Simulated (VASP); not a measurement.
Here is the system:

```yaml
crystal:
  lattice:
    - [-2.78744, 2.78744, 2.78744]
    - [2.78744, -2.78744, 2.78744]
    - [2.78744, 2.78744, -2.78744]
  atoms:
    - { symbol: Rb, position: [0.00000, 0.00000, 0.00000] }
```

Method: PBEsol GGA with spin-orbit coupling, VASP's PBE PAW potentials (set 64) (plane waves; VASP). Numerical set-up: 400 eV cut-off, 8×8×8 Γ-centred mesh, Gaussian smearing of 0.050 eV, potentials Rb_sv.

Task: Give the energies of bands 9 to 15 at the high-symmetry points, in eV from the Fermi level.

Result: 
```tsv
band	Γ	H	N	P
9	-2.08	1.19	0.18	1.23
10	-2.08	1.19	0.18	1.23
11	3.68	1.19	0.78	1.29
12	3.68	1.19	0.78	1.29
13	3.68	3.25	2.55	1.29
14	3.68	3.25	2.55	1.29
15	3.69	3.37	4.32	2.69
```

It has no gap at this level: it comes out as a metal or semimetal.

The compound is Rb in the bcc structure. It was relaxed first.
